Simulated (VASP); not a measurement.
**LiRe: structure and properties in VASP**

What structure does LiRe take at this level, and what are its properties? The steps: rough relaxation of the start cell, full relaxation (vdW-DF2), single point with fields (vdW-DF2), band structure (vdW-DF2), density of states (vdW-DF2) and elastic constants (vdW-DF2). The cell is invented: it takes the structure of COD entry 1539571, LiPd (space group 221 there), with some of its atoms replaced by other elements, volume scaled by an estimate. It may not be a known or stable phase.

Program: VASP 6.6.1. Level of theory: vdW-DF2; plane waves and PAW (Re, Li_sv); invented cell. Results are calculated unless marked as measured.

Most raw output is cut from this account.

## Step 1: Set-up

Before any relaxation, the start is as follows. The structure is cubic, space group Pm-3m (No. 221). Conventional cell: a = 3.008 Å, b = 3.008 Å, c = 3.008 Å, α = 90.00°, β = 90.00°, γ = 90.00°. Nearest to Re lie 8 Li at 2.61 Å. Nearest to Li lie 8 Re at 2.61 Å. It derives from LiPd. it takes the structure of COD entry 1539571, LiPd (space group 221 there), with some of its atoms replaced by other elements, volume scaled by an estimate. Farther neighbours are not listed.

Structure file:

```
Re Li
1.0
     3.00812    0.00000    0.00000
     0.00000    3.00812    0.00000
     0.00000    0.00000    3.00812
Re Li
1 1
Cartesian
  1.5041 1.5041 1.5041
  0.0000 0.0000 0.0000
```

## Step 2: Rough relaxation of the start cell

The start is only an estimate, so a cheap relaxation brings it near a minimum before any careful run. vdW-DF2 was tuned for molecules and tends to expand solids. LUSE_VDW switches on a nonlocal correlation term for dispersion.

Contents of INCAR:

```
SYSTEM = LiRe
PREC = Normal
ENCUT = 650
EDIFF = 1E-05
NELM = 60
ISMEAR = -1
SIGMA = 0.05
LREAL = .FALSE.
ALGO = Fast
GGA = ML
AGGAC = 0
LUSE_VDW = .TRUE.
ZAB_VDW = -1.8867
LASPH = .TRUE.
NBANDS = 11
LORBIT = 11
LWAVE = .FALSE.
LCHARG = .FALSE.
IBRION = 2
NSW = 40
ISIF = 3
EDIFFG = -0.04
```

Contents of POSCAR:

```
LiRe
1.0
    3.0081180000      0.0000000000      0.0000000000
    0.0000000000      3.0081180000      0.0000000000
    0.0000000000      0.0000000000      3.0081180000
Re Li
1 1
Direct
    0.5000000000      0.5000000000      0.5000000000
    0.0000000000      0.0000000000      0.0000000000
```

Contents of KPOINTS:

```
Automatic mesh
0
Gamma
5 5 5
0 0 0
```

Potentials, in the order of the species: Re and Li_sv (PBE family, release 64).

Command:

```console
> mpirun -np 1 vasp_std
```

It took 46 s on 1 MPI rank of Intel Xeon Platinum 8488C (Sapphire Rapids), shared host; peak memory 0.23 GiB.

The k-mesh is coarse for a metal. This relaxation is a rough one on cheap settings, only to bring the start near its minimum. The PAW data sets were made with PBE, which is usual practice but a small mismatch for other functionals. The data set Re keeps the semicore shell frozen, which is cheaper and a little less accurate. The run keeps the 48 symmetry operations of its start, so it cannot find a distortion of lower symmetry.

Relaxation path:

| step | energy less that of the first step (eV) | largest force (eV/Å) | pressure (GPa) | volume (Å³) |
| --- | --- | --- | --- | --- |
| 1 | 0.0000 | 0.0000 | -2.93 | 27.22 |
| 2 | -0.0051 | 0.0000 | 1.54 | 26.25 |
| 3 | -0.0064 | 0.0000 | 0.23 | 26.54 |

| conventional cell, symmetrised | before | after | change |
| --- | --- | --- | --- |
| a (Å) | 3.008 | 2.983 | -0.8 % |
| b (Å) | 3.008 | 2.983 | -0.8 % |
| c (Å) | 3.008 | 2.983 | -0.8 % |
| volume (Å³/atom) | 13.61 | 13.27 | -2.5 % |

The relaxed structure:

```xyz
2
Lattice="2.9830 0.0000 0.0000 0.0000 2.9830 0.0000 0.0000 0.0000 2.9830" Properties=species:S:1:pos:R:3 pbc="T T T"
Re    1.4915    1.4915    1.4915
Li    0.0000    0.0000    0.0000
```

This step gave:

| Property | Result |
| --- | --- |
| electrons | 10 |
| bands | 11 |
| irreducible k-points | 10 |
| symmetry operations | 48 |
| free energy (TOTEN) | -8.003 eV |
| energy at zero smearing | -7.983 eV |
| Fermi energy | 5.219 eV |
| pressure | 0.2257 GPa |
| metallic | yes |
| SCF cycles over all ionic steps | 31 |

It ends with forces that vanish by symmetry and a pressure of 0.23 GPa.

## Step 3: Full relaxation (vdW-DF2)

Properties are meant for the cell that this level of theory prefers, so cell and atoms are relaxed first (ISIF = 3) until forces and stress are small; EDIFFG sets the threshold.

Contents of INCAR:

```
SYSTEM = LiRe
PREC = Accurate
ENCUT = 650
EDIFF = 1E-06
NELM = 100
ISMEAR = -1
SIGMA = 0.05
LREAL = .FALSE.
ALGO = Normal
GGA = ML
AGGAC = 0
LUSE_VDW = .TRUE.
ZAB_VDW = -1.8867
LASPH = .TRUE.
NBANDS = 11
LORBIT = 11
LWAVE = .FALSE.
LCHARG = .FALSE.
IBRION = 2
NSW = 60
ISIF = 3
EDIFFG = -0.01
```

Contents of POSCAR:

```
LiRe
1.0
    2.9830435259      0.0000000000      0.0000000000
    0.0000000000      2.9830435259      0.0000000000
    0.0000000000      0.0000000000      2.9830435259
Re Li
1 1
Direct
    0.5000000000      0.5000000000      0.5000000000
    0.0000000000      0.0000000000      0.0000000000
```

Contents of KPOINTS:

```
Automatic mesh
0
Gamma
8 8 8
0 0 0
```

Command:

```console
> mpirun -np 1 vasp_std
```

Elapsed: 82 s, on 1 MPI rank; peak memory 0.34 GiB.

Step by step:

| step | energy less that of the first step (eV) | largest force (eV/Å) | pressure (GPa) | volume (Å³) |
| --- | --- | --- | --- | --- |
| 1 | 0.0000 | 0.0000 | -0.60 | 26.54 |
| 2 | -0.0002 | 0.0000 | 0.33 | 26.35 |
| 3 | -0.0002 | 0.0000 | -0.01 | 26.42 |

| conventional cell, symmetrised | before | after | change |
| --- | --- | --- | --- |
| a (Å) | 2.983 | 2.978 | -0.2 % |
| b (Å) | 2.983 | 2.978 | -0.2 % |
| c (Å) | 2.983 | 2.978 | -0.2 % |
| volume (Å³/atom) | 13.27 | 13.21 | -0.5 % |

Final coordinates:

```cif
data_structure
_symmetry_space_group_name_H-M 'P 1'
_symmetry_Int_Tables_number 1
_cell_length_a 2.9782
_cell_length_b 2.9782
_cell_length_c 2.9782
_cell_angle_alpha 90.000
_cell_angle_beta 90.000
_cell_angle_gamma 90.000
_cell_volume 26.42
loop_
_atom_site_label
_atom_site_type_symbol
_atom_site_fract_x
_atom_site_fract_y
_atom_site_fract_z
_atom_site_occupancy
Re1 Re 0.50000 0.50000 0.50000 1
Li2 Li 0.00000 0.00000 0.00000 1
```

Numbers from this step:

```
irreducible k-points            : 35
free energy (TOTEN)             : -8.086 eV
energy at zero smearing         : -8.074 eV
Fermi energy                    : 5.150 eV
pressure                        : -0.01097 GPa
SCF cycles over all ionic steps : 24
```

It ends with forces that vanish by symmetry and a pressure of -0.01 GPa.

## Step 4: Single point with fields (vdW-DF2)

A single point on the relaxed cell gives a clean self-consistent state, with density, ELF and potential written out.

INCAR, as its differences from that of step 3:

```diff
@@ -17,6 +17,5 @@
 LWAVE = .FALSE.
-LCHARG = .FALSE.
-IBRION = 2
-NSW = 60
-ISIF = 3
-EDIFFG = -0.01
+LCHARG = .TRUE.
+ISIF = 2
+LELF = .TRUE.
+LVHAR = .TRUE.
```

Contents of POSCAR:

```
LiRe
1.0
    2.9782195540      0.0000000000      0.0000000000
    0.0000000000      2.9782195540      0.0000000000
    0.0000000000      0.0000000000      2.9782195540
Re Li
1 1
Direct
    0.5000000000      0.5000000000      0.5000000000
    0.0000000000      0.0000000000      0.0000000000
```

KPOINTS is that of step 3.

Command:

```console
> mpirun -np 1 vasp_std
```

Elapsed: 34 s, on 1 MPI rank; peak memory 0.33 GiB.

This step gave:

```
SCF cycles : 12
pressure   : 0.02843 GPa
```

Valence electrons inside each PAW sphere by angular momentum. Sphere charges, by row:

| atom | s (e) | p (e) | d (e) | tot (e) |
| --- | --- | --- | --- | --- |
| Re1 | 0.592 | 0.364 | 4.883 | 5.84 |
| Li2 | 2.068 | 0.159 | 0 | 2.227 |

Valence density in the ac plane at fractional y = 0.000, with atoms of Li within 0.2 Å of it. It is the smooth field of the valence electrons, not physical close to the nuclei.

Values in e/Å³, 15 rows by 15 columns:
```
 8  5  2  0  0  0  0  0  0  0  0  0  0  2  5
 2  2  0  0  0  0  0  0  0  0  0  0  0  0  2
 0  0  0  0  0  0  0  0  0  0  0  0  0  0  0
 0  0  0  0  0  0  0  0  0  0  0  0  0  0  0
 0  0  0  0  0  0  0  0  0  0  0  0  0  0  0
 0  0  0  0  0  0  0  0  0  0  0  0  0  0  0
 0  0  0  0  0  0  0  0  0  0  0  0  0  0  0
 0  0  0  0  0  0  0  0  0  0  0  0  0  0  0
 0  0  0  0  0  0  0  0  0  0  0  0  0  0  0
 0  0  0  0  0  0  0  0  0  0  0  0  0  0  0
 0  0  0  0  0  0  0  0  0  0  0  0  0  0  0
 0  0  0  0  0  0  0  0  0  0  0  0  0  0  0
 2  2  0  0  0  0  0  0  0  0  0  0  0  0  2
 8  5  2  0  0  0  0  0  0  0  0  0  0  2  5
12  8  2  0  0  0  0  0  0  0  0  0  0  2  8
```
Columns run along a (3.0 Å), rows up along c (3.0 Å). Atoms in or near the plane, at fractional coordinates: Li at (0.00, 0.00).

ELF in the ac plane at fractional y = 0.000, with atoms of Li within 0.2 Å of it. It is the smooth field of the valence electrons, not physical close to the nuclei.

Values, 15 rows by 15 columns:
```
1.0 1.0 0.4 0.0 0.1 0.2 0.3 0.4 0.4 0.3 0.2 0.1 0.0 0.4 1.0
0.7 0.4 0.1 0.0 0.1 0.3 0.4 0.4 0.4 0.4 0.3 0.1 0.0 0.1 0.4
0.0 0.0 0.0 0.1 0.2 0.4 0.4 0.4 0.4 0.4 0.4 0.2 0.1 0.0 0.0
0.0 0.1 0.1 0.2 0.3 0.4 0.5 0.5 0.5 0.5 0.4 0.3 0.2 0.1 0.1
0.2 0.2 0.3 0.4 0.4 0.5 0.5 0.5 0.5 0.5 0.5 0.4 0.4 0.3 0.2
0.3 0.3 0.4 0.4 0.5 0.5 0.5 0.5 0.5 0.5 0.5 0.5 0.4 0.4 0.3
0.4 0.4 0.4 0.4 0.5 0.5 0.5 0.5 0.5 0.5 0.5 0.5 0.4 0.4 0.4
0.4 0.4 0.4 0.4 0.5 0.5 0.5 0.5 0.5 0.5 0.5 0.5 0.4 0.4 0.4
0.3 0.3 0.4 0.4 0.5 0.5 0.5 0.5 0.5 0.5 0.5 0.5 0.4 0.4 0.3
0.2 0.2 0.3 0.4 0.4 0.5 0.5 0.5 0.5 0.5 0.5 0.4 0.4 0.3 0.2
0.0 0.1 0.1 0.2 0.3 0.4 0.5 0.5 0.5 0.5 0.4 0.3 0.2 0.1 0.1
0.0 0.0 0.0 0.1 0.2 0.4 0.4 0.4 0.4 0.4 0.4 0.2 0.1 0.0 0.0
0.7 0.4 0.1 0.0 0.1 0.3 0.4 0.4 0.4 0.4 0.3 0.1 0.0 0.1 0.4
1.0 1.0 0.4 0.0 0.1 0.2 0.3 0.4 0.4 0.3 0.2 0.1 0.0 0.4 1.0
0.8 1.0 0.7 0.0 0.0 0.2 0.3 0.4 0.4 0.3 0.2 0.0 0.0 0.7 1.0
```
Columns run along a (3.0 Å), rows up along c (3.0 Å). Atoms in or near the plane, at fractional coordinates: Li at (0.00, 0.00).

Electrostatic potential energy in the ac plane at fractional y = 0.000, with atoms of Li within 0.2 Å of it. With pseudopotentials it is smooth inside the atoms' cores, unlike the true potential.

Ten even steps from '0' (-43 eV) to '9' (3 eV):
```
004889999998840
347899999999874
788899999999888
889999999999998
999999999999999
999999999999999
999999999999999
999999999999999
999999999999999
999999999999999
889999999999998
788899999999888
347899999999874
004889999998840
003789999998730
```
Columns run along a (3.0 Å; values clipped at the 3rd and 97th percentile), rows up along c (3.0 Å). Atoms in or near the plane, at fractional coordinates: Li at (0.00, 0.00).

In this run the pressure is 0.03 GPa, small enough to go on.

## Step 5: Band structure (vdW-DF2)

Levels along the symmetry lines show where the bands peak and cross; KPOINTS_OPT computes them in the converged potential.

INCAR, as its differences from that of step 4:

```diff
@@ -14,8 +14,5 @@
 LASPH = .TRUE.
-NBANDS = 11
+NBANDS = 17
 LORBIT = 11
 LWAVE = .FALSE.
-LCHARG = .TRUE.
-ISIF = 2
-LELF = .TRUE.
-LVHAR = .TRUE.
+LCHARG = .FALSE.
```

POSCAR is that of step 4.

KPOINTS is that of step 4.

Contents of KPOINTS_OPT:

```
Line mode
16
Line-mode
Reciprocal
  0.00000000   0.00000000   0.00000000 GAMMA
  0.00000000   0.50000000   0.00000000 X

  0.00000000   0.50000000   0.00000000 X
  0.50000000   0.50000000   0.00000000 M

  0.50000000   0.50000000   0.00000000 M
  0.00000000   0.00000000   0.00000000 GAMMA

  0.00000000   0.00000000   0.00000000 GAMMA
  0.50000000   0.50000000   0.50000000 R

  0.50000000   0.50000000   0.50000000 R
  0.00000000   0.50000000   0.00000000 X

  0.50000000   0.50000000   0.00000000 M
  0.50000000   0.50000000   0.50000000 R
```

Command:

```console
> mpirun -np 1 vasp_std
```

Elapsed: 89 s, on 1 MPI rank; peak memory 0.33 GiB.

Spin-orbit coupling is off here; with elements this heavy it splits and shifts levels by tenths of an eV or more.

Numbers from this step:

- bands: 17
- pressure: -0.009403 GPa

The electronic bands at the labelled points (eV, zero at the Fermi level; # counts the bands kept):

| point | #1 | #2 | #3 | #4 | #5 | #6 | #7 |
| --- | --- | --- | --- | --- | --- | --- | --- |
| Γ | -6.95 | -3.18 | -3.18 | 1.68 | 1.68 | 1.68 | 8.32 |
| 0.53 of the way | -5.98 | -2.85 | -2.09 | 0.29 | 0.29 | 1.80 | 5.87 |
| X | -5.32 | -2.56 | -0.53 | -0.53 | -0.39 | 1.90 | 3.98 |
| 0.53 of the way | -3.88 | -2.66 | -1.36 | -0.20 | 0.80 | 0.83 | 3.94 |
| M | -3.50 | -2.80 | 0.09 | 0.09 | 0.94 | 0.94 | 3.26 |
| 0.47 of the way | -4.77 | -2.33 | -1.55 | -0.81 | 0.39 | 0.75 | 5.84 |
| Γ | -6.95 | -3.18 | -3.18 | 1.68 | 1.68 | 1.68 | 8.32 |
| 0.47 of the way | -4.19 | -1.86 | -1.86 | -0.31 | -0.31 | -0.24 | 8.42 |
| R | -3.58 | -3.58 | -3.58 | 3.39 | 3.39 | 6.54 | 6.54 |
| 0.47 of the way | -2.79 | -2.62 | -2.43 | -0.43 | 0.00 | 3.35 | 4.31 |
| X | -5.32 | -2.56 | -0.53 | -0.53 | -0.39 | 1.90 | 3.98 |
| jump to M | -3.50 | -2.80 | 0.09 | 0.09 | 0.94 | 0.94 | 3.26 |
| 0.47 of the way | -3.54 | -2.32 | -2.32 | -0.87 | 3.32 | 3.97 | 3.97 |
| R | -3.58 | -3.58 | -3.58 | 3.39 | 3.39 | 6.54 | 6.54 |

Of the projections kept (Re, Li), the largest for each band there; the rest of the weight can lie on other orbitals:

| point | #1 | #2 | #3 | #4 | #5 | #6 | #7 |
| --- | --- | --- | --- | --- | --- | --- | --- |
| Γ | Re 0.89 | Re 1.00 | Re 1.00 | Re 1.00 | Re 1.00 | Re 1.00 | Li 0.59 |
| X | Re 0.94 | Re 1.00 | Re 0.97 | Re 0.97 | Re 0.79 | Re 1.00 | Re 0.97 |
| M | Re 0.95 | Re 1.00 | Re 1.00 | Re 1.00 | Re 0.73 | Re 0.73 | Re 1.00 |
| Γ | Re 0.89 | Re 1.00 | Re 1.00 | Re 1.00 | Re 1.00 | Re 1.00 | Li 0.59 |
| R | Re 0.94 | Re 0.94 | Re 0.94 | Re 1.00 | Re 1.00 | Re 1.00 | Re 1.00 |
| X | Re 0.94 | Re 1.00 | Re 0.97 | Re 0.97 | Re 0.79 | Re 1.00 | Re 0.97 |

There is no gap at this level.

## Step 6: Density of states (vdW-DF2)

A density of states needs more k-points than a total energy; ISMEAR = -5 takes tetrahedra, and LORBIT projects the states on the PAW spheres. The mesh is finer than in the run before.

INCAR, as its differences from that of step 5:

```diff
@@ -5,3 +5,3 @@
 NELM = 100
-ISMEAR = -1
+ISMEAR = -5
 SIGMA = 0.05
@@ -18 +18,2 @@
 LCHARG = .FALSE.
+NEDOS = 2001
```

POSCAR is that of step 5.

Contents of KPOINTS:

```
Automatic mesh
0
Gamma
11 11 11
0 0 0
```

Command:

```console
> mpirun -np 1 vasp_std
```

Run time: 55 s. Hardware: 1 MPI rank; peak memory 0.34 GiB.

With tetrahedra the forces and stress of a metal are not exact derivatives of the energy.

Numbers from this step:

| Property | Result |
| --- | --- |
| irreducible k-points | 56 |
| free energy (TOTEN) | -8.084 eV |
| Fermi energy | 5.284 eV |
| pressure | -0.3282 GPa |
| DOS at the Fermi level | 2.267 states/eV/cell |

The density of states has structure finer than the step of the table below, so its rows give means over 0.5 eV, whole bins alone (the curve runs from -12.0 to 7.97 eV). Peaks (eV: height): total -2.69: 3.38, -1.88: 2.52, 0.08: 2.88, 0.47: 2.91; Re d -2.52: 2.45, -0.85: 1.74, 0.08: 2.28, 0.47: 2.20; Re p -2.48: 0.122, -1.88: 0.184, 0.51: 0.189, 6.01: 0.137; Re s -5.29: 0.202, -2.73: 0.109, 4.01: 0.165, 7.46: 0.0788.

States under -12.0 eV and over 8.0 eV are left out. Density of states against energy, zero at the Fermi level; means over each step; values in states/eV/cell:

| energy (eV) | total | Re d | Re p | Re s |
| --- | --- | --- | --- | --- |
| -7.5 | 0 | 0 | 0 | 0 |
| -7.0 | 0.0314 | 6.4e-5 | 2.9e-4 | 0.0151 |
| -6.5 | 0.136 | 0.00180 | 0.00263 | 0.0627 |
| -6.0 | 0.233 | 0.0101 | 0.00692 | 0.101 |
| -5.5 | 0.413 | 0.0441 | 0.0132 | 0.163 |
| -5.0 | 0.507 | 0.0752 | 0.0201 | 0.184 |
| -4.5 | 0.501 | 0.0934 | 0.0257 | 0.164 |
| -4.0 | 0.529 | 0.135 | 0.0310 | 0.145 |
| -3.5 | 1.70 | 0.929 | 0.0576 | 0.136 |
| -3.0 | 1.66 | 1.14 | 0.0393 | 0.0649 |
| -2.5 | 3.06 | 2.17 | 0.113 | 0.0521 |
| -2.0 | 1.75 | 1.16 | 0.121 | 0.00546 |
| -1.5 | 1.14 | 0.731 | 0.0975 | 0.00611 |
| -1.0 | 1.77 | 1.31 | 0.0909 | 0.0184 |
| -0.5 | 1.79 | 1.37 | 0.0757 | 0.0262 |
| 0.0 | 2.15 | 1.70 | 0.0767 | 0.0546 |
| 0.5 | 2.45 | 1.85 | 0.153 | 0.0469 |
| 1.0 | 1.86 | 1.41 | 0.133 | 0.0298 |
| 1.5 | 1.20 | 0.918 | 0.0951 | 0.0217 |
| 2.0 | 0.398 | 0.210 | 0.0682 | 0.0178 |
| 2.5 | 0.308 | 0.163 | 0.0536 | 0.0162 |
| 3.0 | 0.188 | 0.0888 | 0.0365 | 0.0135 |
| 3.5 | 0.216 | 0.121 | 0.0332 | 0.0126 |
| 4.0 | 0.774 | 0.503 | 0.0640 | 0.0579 |
| 4.5 | 0.747 | 0.426 | 0.0859 | 0.0497 |
| 5.0 | 0.630 | 0.302 | 0.0968 | 0.0320 |
| 5.5 | 0.535 | 0.220 | 0.0974 | 0.0201 |
| 6.0 | 0.484 | 0.168 | 0.101 | 0.0127 |
| 6.5 | 0.373 | 0.113 | 0.0797 | 0.00712 |
| 7.0 | 0.425 | 0.110 | 0.0767 | 0.0514 |
| 7.5 | 0.364 | 0.0837 | 0.0648 | 0.0705 |

The finer mesh and the other smearing move the Fermi level by +0.13 eV from the 8×8×8 run, one measure of the sampling error in the zero of the bands above. Of the states within 0.3 eV of the Fermi level, the largest shares in the PAW spheres are Re d 79 %. The rest lies in smaller channels or between the spheres.

## Step 7: Elastic constants (vdW-DF2)

IBRION = 6 with ISIF = 3 strains the cell both ways at fixed fractional positions, and adds the ions' share afterwards from the force constants. Stress converges slowly with the basis, so the cutoff is raised.

Contents of INCAR:

```
SYSTEM = LiRe
PREC = Accurate
ENCUT = 700
EDIFF = 1E-07
NELM = 100
ISMEAR = 1
SIGMA = 0.2
LREAL = .FALSE.
ALGO = Normal
GGA = ML
AGGAC = 0
LUSE_VDW = .TRUE.
ZAB_VDW = -1.8867
LASPH = .TRUE.
NBANDS = 11
LORBIT = 11
LWAVE = .FALSE.
LCHARG = .FALSE.
IBRION = 6
NFREE = 2
POTIM = 0.015
ISIF = 3
NSW = 1
```

POSCAR is that of step 6.

Contents of KPOINTS:

```
Automatic mesh
0
Gamma
22 22 22
0 0 0
```

Command:

```console
> mpirun -np 1 vasp_std
```

The job ended after 79 min (1 MPI rank).

The run was stopped at its time limit, by a STOPCAR file.

More ranks or a longer limit would be the way on.

## Step 8: What came out

* relaxed volume: 13.21 Å³/atom
* relaxed conventional cell a, b, c: 2.978, 2.978, 2.978 Å
* space group after relaxing, within 0.02 Å: Pm-3m (No. 221)
* band gap: none, a metal
* DOS at the Fermi level: 2.27 states/eV/cell

**Reading.** With vdW-DF2, LiRe relaxes to 13.21 Å³/atom in space group Pm-3m (held by the symmetry of the run) and comes out as a metal. Not obtained: elastic constants (vdW-DF2), because the run hit its time limit. Band structure (vdW-DF2): Of the bands kept, 4 cross the Fermi level on this path. Spin-orbit coupling is left out, and with elements this heavy it would split and shift bands near the Fermi level. The k-sampling is coarse for a metal, so the Fermi level, pressures and the shape of the cell carry errors. No search among competing phases was made. All values are for a static lattice at zero temperature.

[Lines on the potential files, build, host, timing and source positions are cut from VASP's logs without a mark.]

[Logs are printed without paths, hosts, clocks, repeated set-up lines and the standing remarks that a program may print on its own settings, such as how far it seeks lower states.]

[Hosts, paths, dates, database ids (printed as entryN), source tags and the programs' standing remarks are cut or masked in the printed files.]

[A measured line is paired with the nearest computed mode of its activity, which favours agreement.]
